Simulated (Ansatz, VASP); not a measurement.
## SnSe2 in two plane-wave programs

One calculation is typed for both programs; each brings its own data sets. How far apart do they land? The cell is taken from a series of runs on this material, whose earlier steps may have relaxed, scaled, displaced or heated it; both programs get it as it stands.

Method: plane waves, with VASP 6.6.1 beside it; relaxation of cell and atoms at PBE with D3(BJ), in Ansatz 0.2.0.

## Step 1: Starting point

The structure is trigonal, space group P-3m1 (No. 164). Conventional cell: a = 3.840 Å, b = 3.840 Å, c = 6.006 Å, α = 90.00°, β = 90.00°, γ = 120.00°. Sn has 6 Se at 2.73 Å nearest. Se has 3 Sn at 2.73 Å nearest. Farther neighbours and most contacts between anions are not listed.

## Step 2: VASP: relaxation of cell and atoms, PBE with D3(BJ)

The relaxed volume is the usual yardstick between codes: in a stiff, nearly cubic crystal its relative difference is about their pressure difference at one cell divided by the bulk modulus.

Lines of VASP's logs that name or quote its potential files are left out, and so is its time.

File INCAR:

```
SYSTEM = SnSe2
PREC = Accurate
ENCUT = 500
EDIFF = 1E-07
NELM = 120
ISMEAR = 0
SIGMA = 0.01
LREAL = .FALSE.
ALGO = Normal
GGA = PE
IVDW = 12
NBANDS = 19
LORBIT = 11
LWAVE = .FALSE.
LCHARG = .FALSE.
ISIF = 3
IBRION = 2
NSW = 80
EDIFFG = -0.005
LASPH = .TRUE.
GGA_COMPAT = .FALSE.
NELMIN = 4
EFERMI = MIDGAP
KPAR = 2
```

File POSCAR:

```
SnSe2
1.0
    3.8399030000      0.0000000000      0.0000000000
   -1.9199520000      3.3254540000      0.0000000000
    0.0000000000      0.0000000000      6.0058480000
Sn Se
1 2
Direct
    0.0000000000      0.0000000000      0.0000000000
    0.3333333700      0.6666665664      0.2653140739
    0.6666668904      0.3333334336      0.7346859261
```

File KPOINTS:

```
Automatic mesh
0
Gamma
12 12 6
0 0 0
```

PAW data sets: Sn_d and Se (PBE family, release 64).

The run is started by

```sh
$ mpirun -np 2 vasp_std
```

Numbers of over 12 decimals in the logs are rounded to 6 here.

Log:

```text
[banner, memory and clock lines left out]
running    2 mpi-ranks, on    1 nodes
 distrk:  each k-point on    1 cores,    2 groups
 distr:  one band on    1 cores,    1 groups

 POSCAR found type information on POSCAR SnSe
 POSCAR found :  2 types and       3 ions
 LDA part: xc-table for (Slater+PW92), standard interpolation
 POSCAR, INCAR and KPOINTS ok, starting setup
 FFT: planning ... GRIDC
 FFT: planning ... GRID_SOFT
 FFT: planning ... GRID
 WAVECAR not read
 entering main loop
       N       E                     dE             d eps       ncg     rms          rms(c)
DAV:   1     0.201335351117E+03    0.20134E+03   -0.12054E+04  3862   0.151E+03
DAV:   2     0.106168786057E+02   -0.19072E+03   -0.18468E+03  4136   0.384E+02
DAV:   3    -0.112904330315E+02   -0.21907E+02   -0.21275E+02  4713   0.115E+02
DAV:   4    -0.120378616284E+02   -0.74743E+00   -0.74595E+00  4519   0.222E+01
DAV:   5    -0.120550850509E+02   -0.17223E-01   -0.17222E-01  5144   0.356E+00    0.491E+00
DAV:   6    -0.118194674599E+02    0.23562E+00   -0.53000E-01  5631   0.758E+00    0.316E+00
DAV:   7    -0.118052732711E+02    0.14194E-01   -0.14571E-01  4271   0.241E+00    0.104E+00
DAV:   8    -0.118055296618E+02   -0.25639E-03   -0.11151E-02  4567   0.989E-01    0.273E-01
DAV:   9    -0.118060176474E+02   -0.48799E-03   -0.15205E-03  4164   0.295E-01    0.830E-02
DAV:  10    -0.118060262552E+02   -0.86077E-05   -0.12483E-04  4939   0.776E-02    0.323E-02
DAV:  11    -0.118060550754E+02   -0.28820E-04   -0.46016E-05  3965   0.391E-02    0.891E-03
DAV:  12    -0.118060550209E+02    0.54558E-07   -0.24479E-06  5133   0.117E-02    0.645E-03
DAV:  13    -0.118060554373E+02   -0.41648E-06   -0.19533E-06  3977   0.769E-03    0.253E-03
DAV:  14    -0.118060555350E+02   -0.97680E-07   -0.35507E-08  3300   0.125E-03
   1 F= -.12898438E+02 E0= -.12898438E+02  d E =-.128984E+02
 curvature:   0.00 expect dE= 0.000E+00 dE for cont linesearch  0.000E+00
 trial: gam= 0.00000 g(F)=  0.211E-04 g(S)=  0.622E-04 ort = 0.000E+00 (trialstep = 0.100E+01)
 search vector abs. value=  0.832E-04
 bond charge predicted
       N       E                     dE             d eps       ncg     rms          rms(c)
DAV:   1    -0.118084741253E+02   -0.24187E-02   -0.11972E-02  4852   0.156E+00    0.125E-01
DAV:   2    -0.118080987057E+02    0.37542E-03   -0.70704E-04  5014   0.418E-01    0.572E-02
DAV:   3    -0.118079849193E+02    0.11379E-03   -0.30779E-04  4987   0.252E-01    0.108E-02
DAV:   4    -0.118079814031E+02    0.35162E-05   -0.14926E-05  3938   0.366E-02    0.659E-03
DAV:   5    -0.118079785136E+02    0.28895E-05   -0.13940E-06  5189   0.106E-02    0.160E-03
DAV:   6    -0.118079782882E+02    0.22541E-06   -0.81503E-08  2488   0.244E-03    0.728E-04
DAV:   7    -0.118079782231E+02    0.65095E-07   -0.23746E-08  1999   0.161E-03
   2 F= -.12898447E+02 E0= -.12898447E+02  d E =-.893754E-05
 trial-energy change:   -0.000009  1 .order   -0.000012   -0.000083    0.000059
 step:   0.5515(harm=  0.5866)  dis= 0.00039  next Energy=   -12.898461 (dE=-0.224E-04)
 bond charge predicted
       N       E                     dE             d eps       ncg     rms          rms(c)
DAV:   1    -0.118072318251E+02    0.74646E-03   -0.24062E-03  4846   0.698E-01    0.560E-02
DAV:   2    -0.118071548595E+02    0.76966E-04   -0.14265E-04  5032   0.188E-01    0.257E-02
DAV:   3    -0.118071335036E+02    0.21356E-04   -0.61757E-05  4978   0.113E-01    0.487E-03
DAV:   4    -0.118071339617E+02   -0.45806E-06   -0.29964E-06  3914   0.163E-02    0.296E-03
DAV:   5    -0.118071344217E+02   -0.46005E-06   -0.27243E-07  4107   0.473E-03    0.709E-04
DAV:   6    -0.118071345060E+02   -0.84242E-07   -0.21013E-08  1948   0.129E-03
   3 F= -.12898461E+02 E0= -.12898461E+02  d E =-.228391E-04
 curvature:  -0.29 expect dE=-0.292E-06 dE for cont linesearch -0.104E-06
 trial: gam=-0.05339 g(F)=  0.867E-06 g(S)=  0.136E-06 ort = 0.545E-05 (trialstep = 0.910E+00)
 search vector abs. value=  0.659E-06
 reached required accuracy - stopping structural energy minimisation
```

OUTCAR, selected parts (step 2):

```text
ion  position               nearest neighbor table
   1  0.000  0.000  0.000-   2 2.73   3 2.73   2 2.73   3 2.73   3 2.73   2 2.73
   2  0.333  0.667  0.265-   1 2.73   1 2.73   1 2.73
   3  0.667  0.333  0.735-   1 2.73   1 2.73   1 2.73

  LATTYP: Found a hexagonal cell.
 ALAT       =     3.8399030000
 C/A-ratio  =     1.5640624255

 Subroutine GETGRP returns: Found 12 space group operations
 (whereof 12 operations were pure point group operations)

The static configuration has the point symmetry D_3d.

 Found    100 irreducible k-points:

   k-points           NKPTS =    100   k-points in BZ     NKDIM =    100   number of bands    NBANDS=     19

   dimension x,y,z NGX =    28 NGY =   28 NGZ =   48
   dimension x,y,z NGXF=    56 NGYF=   56 NGZF=   96

   ENCUT  =  500.0 eV  36.75 Ry    6.06 a.u.   7.00  7.00 10.95*2*pi/ulx,y,z

   NELECT =      26.0000    total number of electrons

 k-points in reciprocal lattice and weights: Automatic mesh
   0.00000000  0.00000000  0.00000000       0.001
   0.08333333 -0.00000000  0.00000000       0.007
   0.16666667  0.00000000  0.00000000       0.007
   0.25000000  0.00000000  0.00000000       0.007
   0.33333333  0.00000000  0.00000000       0.007
   0.41666667  0.00000000  0.00000000       0.007
   0.50000000  0.00000000  0.00000000       0.003
   0.08333333  0.08333333  0.00000000       0.007
   0.16666667  0.08333333  0.00000000       0.014
[...]
0.33333333  0.25000000  0.50000000       0.014
   0.33333333  0.33333333  0.50000000       0.002

 Edisp (eV)   -1.09047

 average (electrostatic) potential at core
       1-102.5839       2 -53.3040       3 -53.3040

 E-fermi :   4.6146

 k-point     1 :       0.0000    0.0000    0.0000
  band No.  band energies     occupation
    ...
      9       3.7002      2.00000
     10       3.7002      2.00000
     11       3.8646      2.00000
     12       3.8646      2.00000
     13       4.3071      2.00000
     14       5.1146      0.00000
     15       7.3353      0.00000
     16       8.9006      0.00000
     17       8.9006      0.00000
     18      12.4968      0.00000
    ...

 k-point     2 :       0.0833   -0.0000    0.0000
  band No.  band energies     occupation
    ...
      9       2.8236      2.00000
     10       3.3401      2.00000
     11       3.4926      2.00000
     12       4.0868      2.00000
     13       4.4026      2.00000
     14       5.7751      0.00000
     15       7.7175      0.00000
     16       8.6397      0.00000
     17       9.0067      0.00000
     18      12.3867      0.00000
    ...

 k-point     3 :       0.1667    0.0000    0.0000
  band No.  band energies     occupation
    ...
      9       1.6674      2.00000
     10       2.7028      2.00000
     11       2.8608      2.00000
     12       4.2053      2.00000
     13       4.3443      2.00000
     14       6.4030      0.00000
     15       7.9577      0.00000
     16       8.9108      0.00000
     17       9.2335      0.00000
     18      11.3942      0.00000
    ...

 Edisp (eV)   -1.09133

  Total      -0.00076    -0.00076     0.00270     0.00000     0.00000    -0.00000
  in kB      -0.01591    -0.01591     0.05642     0.00000     0.00000    -0.00000
  external pressure =        0.01 kB  Pullay stress =        0.00 kB

  energy-cutoff  :      500.00
  volume of cell :       76.76
      direct lattice vectors                 reciprocal lattice vectors
     3.840951517 -0.000000000  0.000000000     0.260352154  0.150314405  0.000000000
    -1.920476259  3.326362043  0.000000000     0.000000000  0.300628731  0.000000000
     0.000000000  0.000000000  6.008213051     0.000000000  0.000000000  0.166438838

 POSITION                                       TOTAL-FORCE (eV/Angst)
 -----------------------------------------------------------------------------------
      0.00000      0.00000      0.00000         0.000000     -0.000000      0.000000
     -0.00000      2.21757      1.59446         0.000000     -0.000000      0.002997
      1.92048      1.10879      4.41376        -0.000000      0.000000     -0.002997
 -----------------------------------------------------------------------------------
    total drift:                               -0.000345     -0.000000     -0.000000

  FREE ENERGIE OF THE ION-ELECTRON SYSTEM (eV)
  ---------------------------------------------------
  free  energy   TOTEN  =       -12.8984611537 eV

  energy  without entropy=      -12.8984611537  energy(sigma->0) =      -12.89846115

 reached required accuracy - stopping structural energy minimisation

 total charge
# of ion       s       p       d       tot
------------------------------------------
    1        1.067   1.003  10.090  12.160
    2        1.488   2.297   0.028   3.812
    3        1.488   2.297   0.028   3.812
--------------------------------------------------
tot          4.042   5.598  10.145  19.785

[... 3 further parts left out ...]
```

CONTCAR:

```
SnSe2
   1.00000000000000
     3.8409515170526265   -0.0000000001576502    0.0000000000000000
    -1.9204762587993718    3.3263620428545506    0.0000000000000000
     0.0000000000000000    0.0000000000000000    6.0082130509163090
  Sn              Se
     1     2
Direct
     0.0000000000000000    0.0000000000000000    0.0000000000000000
     0.3333333699999983    0.6666665663999964    0.2653795564875768
     0.6666668904000019    0.3333334336000036    0.7346204435124233
```

## Step 3: Ansatz: relaxation of cell and atoms, PBE with D3(BJ)

Ansatz runs on its PAW soft_1 files.

The same cell, functional and mesh now go to Ansatz, which takes its cutoff from its data sets.

File input.yaml:

```yaml
crystal:
  lattice:
    - [3.8399032864, 0.0, 0.0]
    - [-1.9199516432, 3.3254537941, 0.0]
    - [0.0, 0.0, 6.0058477985]
  atoms:
    - { symbol: Sn, position: [0.0, 0.0, 0.0] }
    - { symbol: Se, position: [0.3333333333, 0.6666666667, 0.2653141193] }
    - { symbol: Se, position: [0.6666666667, 0.3333333333, 0.7346858807] }
kpoints:
  mp_grid: { grid: [12, 12, 6] }
hamiltonian:
  xc: pbe
  dispersion: d3bj
  pseudopotentials: { kind: paw, azcp: { folder: soft_1 } }
scf:
  occupations: { method: fixed }
output:
  forces: true
  stress: true
  eigenvalues: true
relax:
  adjacent_minimum: "off"
  f_tol: 0.001
  max_steps: 60
  cell: { stress_tol: 0.01 }
```

The run is started by

```sh
$ ansatz run input.yaml --threads 4 --pin off --max-ram 8192MiB --backend cpu --events-out ev --progress --plain --runs-dir out
```

Log:

```text
Engine: ansatz 0.2.0, x86_64-unknown-linux-gnu
Pseudopotentials: kind: paw
Pseudopotential: Sn, paw, valence charge 14, recommended cutoff 420 eV (normal), soft_1/Sn.paw.azcp
Pseudopotential: Se, paw, valence charge 16, recommended cutoff 420 eV (normal), soft_1/Se.paw.azcp
Functional definition: PBE
  parameter kappa = 0.804
  parameter beta = 0.066725
  exchange = pbe_x(kappa = kappa, mu = beta*pi^2/3)
  correlation = pbe_c(beta = beta)
Crystal: 3 atoms, lattice volume = 76.691 Å³
Basis set: ecut = 420 eV, 1485 PW (Γ), exchange–correlation on 54×54×90 points (8 copies of the dense FFT grid, shifted against one another)
Bands: 28, of which v1, the nominal top of the filled ones, is band 23 counted from 1 (22 counted from 0)
Symmetry: 12 space group operations
Space group: P-3m1 (ITA 164), of the structure as read, at distance tolerance 4.2e-5 Å
k-points: 100 of 864
Non-local potential: Sn, projectors of the file, l = 0: 2, l = 1: 2, l = 2: 2, l = 3: 1
Non-local potential: Se, projectors of the file, l = 0: 2, l = 1: 2, l = 2: 3, l = 3: 1
PAW form: soft (Blöchl's): semilocal exchange-correlation on the pseudo side does not see the compensation charge
PAW one-centre angular grid: Sn, 590 points (default); XC on 64 Gauss nodes
PAW one-centre angular grid: Se, 590 points (default); XC on 64 Gauss nodes
Initial density: superposition of atomic densities (chi_scale 0.1, normalization cell, long waves kept (reshape's long-wave potential 0.08 eV rms))
Initial wavefunctions: pseudopotential atomic-orbital guess
Functional: x = pbe(κ = 0.804, μ = 0.219515), c = pbe(β = 0.066725)
SCF iter   1: F=—  HF=-16964.902809 eV  |F-HF|=—  |Δ(HF+E_count)|=         —  Δρ=3.22e-2  dr2=1.57e0  ethr=3.10e-3  ⟨swp⟩=5.0  Hψ=10189  notcnv=0  defer=286
preconditioner: auto → Resta (q_TF=auto, 2.505 Å⁻¹)  ε∞=4.0  [insulator: Δε(μ)=0.207 eV  Ē_g=9.760 eV  n_scr=22 (ndim 8)  ℏωp=17.0 eV  f_vac=0.023  ε∞_Penn≈4.0]
SCF iter   2: F=—  HF=-16964.567806 eV  |F-HF|=—  |Δ(HF+E_count)|=   3.35e-1  Δρ=1.62e-2  dr2=2.31e-1  ethr=3.10e-3  ⟨swp⟩=2.0  Hψ=4019  notcnv=0  defer=113
SCF iter   3: F=—  HF=-16964.519538 eV  |F-HF|=—  |Δ(HF+E_count)|=   4.83e-2  Δρ=5.21e-3  dr2=1.68e-2  ethr=5.02e-4  ⟨swp⟩=2.0  Hψ=3359  notcnv=0  defer=287
SCF iter   4: F=—  HF=-16964.519866 eV  |F-HF|=—  |Δ(HF+E_count)|=   3.28e-4  Δρ=1.09e-3  dr2=1.37e-3  ethr=3.64e-5  ⟨swp⟩=2.0  Hψ=5203  notcnv=0  defer=295
SCF iter   5: F=—  HF=-16964.520062 eV  |F-HF|=—  |Δ(HF+E_count)|=   1.96e-4  Δρ=5.09e-4  dr2=2.04e-4  ethr=2.97e-6  ⟨swp⟩=2.0  Hψ=5204  notcnv=0  defer=296
SCF iter   6: F=—  HF=-16964.520357 eV  |F-HF|=—  |Δ(HF+E_count)|=   2.94e-4  Δρ=1.35e-4  dr2=1.73e-5  ethr=4.43e-7  ⟨swp⟩=3.0  Hψ=5204  notcnv=0  defer=296
SCF iter   7: F=—  HF=-16964.520388 eV  |F-HF|=—  |Δ(HF+E_count)|=   3.14e-5  Δρ=4.10e-5  dr2=1.23e-6  ethr=3.77e-8  ⟨swp⟩=3.0  Hψ=5210  notcnv=0  defer=116
SCF iter   8: F=-16964.520392 eV  HF=-16964.520392 eV  |F-HF|=1.52e-7  |Δ(HF+E_count)|=   3.81e-6  Δρ=7.51e-6  dr2=9.14e-8  ethr=2.17e-10  ⟨swp⟩=9.8  Hψ=16570  notcnv=0
SCF 1 converged in 8 iterations: F = -16964.520392 eV  dr2 = 9.14e-8
  greatest PAW one-centre occupation: 1.000 electrons in one spin orbital (limit 2), on the Se atom at site 2 (counted from 0), in its partial waves of l = 2
relax step   1: F+E_penalty+E_count = -16964.52039190 eV  Δ(F+E_penalty+E_count) = +0.000e0 eV  max|allowed force component| = 2.976e-4 eV/Å  Δτ_max = 0.0000 Å  P = +0.002 GPa  Ω = 76.691 Å³  (8 SCF iters, dr2 threshold 1.00e-7 eV, accepted)
[...]
relax step   2: F+E_penalty+E_count = -16964.52039215 eV  Δ(F+E_penalty+E_count) = -2.435e-7 eV  max|allowed force component| = 1.239e-3 eV/Å  Δτ_max = 0.0001 Å  P = -0.001 GPa  Ω = 76.698 Å³  energy of the carried Pulay correction = -4.916e-7 eV  (5 SCF iters, dr2 threshold 3.20e-10 eV, accepted)
[...]
relax step   3: F+E_penalty+E_count = -16964.52039086 eV  Δ(F+E_penalty+E_count) = +1.285e-6 eV  max|allowed force component| = 6.462e-4 eV/Å  Δτ_max = 0.0006 Å  P = -0.001 GPa  Ω = 76.719 Å³  energy of the carried Pulay correction = -1.924e-6 eV  (6 SCF iters, dr2 threshold 9.59e-11 eV, accepted)
[...]
relax step   4: F+E_penalty+E_count = -16964.52039254 eV  Δ(F+E_penalty+E_count) = -1.679e-6 eV  max|allowed force component| = 6.475e-4 eV/Å  Δτ_max = 0.0000 Å  P = -0.001 GPa  Ω = 76.719 Å³  stress off target by 1.99e-3 GPa  SCF on the basis re-selected at this cell (its energy is not comparable with the rows above)  (6 SCF iters)
basis re-selected at this cell: Δ(F+E_penalty+E_count) = -1.679e-6 eV, ΔP = -0.000 GPa vs the last step (what re-selecting the basis moved, of the pressure what is left beyond the Pulay correction that the steps carried, after the strain that the cell walked since its last selection, with what the two solves' SCF thresholds leave and, on support functions, any second-order correction that the steps lacked; it is no m [...]
SCF converged after 6 iterations
Free energy (F): -16964.520393 eV
Harris-Foulkes:  -16964.520393 eV  (|F-HF|=0.00e0)
Internal energy: -16964.520393 eV  (E = F + TS)
E sigma→0 (E₀):  -16964.520393 eV
Fermi energy:    8.177010 eV
--- Per-component energies (eV) ---
  E_band       = -862.878663
  E_kinetic    = 389.758287
  E_local      = -6473.426606  (includes V_loc(G=0)·N_el)
  E_nonlocal   = -563.556611
  E_hartree    = 3373.872138
  E_xc         = -295.521506
  E_vxc        = -260.448299  (∫ρ·V_xc dr)
  E_paw        = -8631.654987  (= ΣΔE_a)
  E_vpaw       = -702.949274  (= ΣTr[D̂ρ^β])
  E_aug_tail   = -0.000459  (compensation charges beyond the density's cutoff)
  E_ewald      = -4762.898411
  E_disp       = -1.092237  (pairwise vdW)
  E_smearing   = -0.000000  (= −TS)
  E_closure    = -0.000000  (closes the sum)
  Σ components = -16964.520393   (vs F -16964.520393, Δ=0.00e0)
--- Forces (eV/Å), atoms counted from 1 ---
  atom   1  Sn    -0.00000000     0.00000000     0.00000000
  atom   2  Se     0.00000000    -0.00000000     0.00064750
  atom   3  Se    -0.00000000     0.00000000    -0.00064750
  max |Σ_I F_I| component: 2.31e-18 eV/Å
--- Stress (GPa, compression-positive) ---
       -0.001993       0.000000       0.000000
        0.000000      -0.001993      -0.000000
        0.000000      -0.000000       0.000052
  P = ⅓ Tr σ = -0.0013 GPa (-0.013 kbar)
--- Band table (eV; the first three rows and the last of 100) ---
  k-point 0: bands = [... 19 lower, 7.4361, 7.6009, 7.6009, 8.0366, 8.8598, 11.0785, 12.6439, 12.6439, ... 1 higher]
  k-point 1: bands = [... 19 lower, 7.3681, 7.3681, 7.6919, 7.6919, 9.5166, 11.0752, 12.5422, 12.5422, ... 1 higher]
  k-point 2: bands = [... 19 lower, 7.2951, 7.2951, 7.8124, 7.8124, 10.2154, 11.0265, 12.3505, 12.3505, ... 1 higher]
  k-point 99: bands = [... 19 lower, 3.8352, 4.3030, 7.7457, 7.7457, 10.3559, 12.3424, 12.3424, 13.8241, ... 1 higher]
--- Relaxed structure (3 steps of the walk, 3 accepted, 1 SCFs on fresh bases) ---
  F+E_penalty+E_count = -16964.52039254 eV   max|allowed force component| = 6.475e-4 eV/Å   (the final SCF, on the basis selected at the relaxed cell)
  cell:  # Å, volume = 76.7186 Å³
    - [3.839648, 0.0, 0.0]
    - [-1.919824, 3.325232, 0.0]
    - [0.0, 0.0, 6.008795]
  atoms:
    - { symbol: Sn, position: [0, 0, 0] }
    - { symbol: Se, position: [0.333333, 0.666667, 0.265205] }
    - { symbol: Se, position: [0.666667, 0.333333, 0.734795] }
```

## Step 4: Differences

Known differences besides the potentials themselves: fixed occupations in Ansatz, narrow Gaussian smearing in VASP; the data sets hold 46 valence electrons in Ansatz (on its PAW soft_1 files) and 26 in VASP; the cutoff is 420 eV in Ansatz and 500 eV in VASP; Ansatz adds a Pulay correction to the stress that steers its cell, VASP none. Total energies have different zeros and are not compared.

The two programs side by side:

| quantity | Ansatz | VASP | difference |
| --- | --- | --- | --- |
| volume (Å³) | 76.72 | 76.76 | -0.06 % |
| edge a after relaxation, in the typed setting (Å) | 3.840 | 3.841 | -0.04 % |
| edge c after relaxation, in the typed setting (Å) | 6.009 | 6.008 | +0.01 % |

## Step 5: What came out

```yaml
difference_in_volume_relaxation_of_cell_and_atoms_pbe_with_d3_bj: -0.058 %
```

The difference in volume is -0.058 % (relaxation of cell and atoms, PBE with D3(BJ)), within the 1.2 % picked in this series as the mark of a large difference, as far as the stopping tolerances let one tell. The data sets hold unlike numbers of valence electrons (46 in Ansatz and 26 in VASP), so part of the differences comes from the potentials. How closely two codes agree says nothing of how well the functional describes the real material.

[Lines on the potential files, build, host, timing and source positions are cut from VASP's logs without a mark.]

[Logs are printed without paths, hosts, clocks, repeated set-up lines and the standing remarks that a program may print on its own settings, such as how far it seeks lower states.]

[Hosts, paths, dates, database ids (printed as entryN), source tags and the programs' standing remarks are cut or masked in the printed files.]
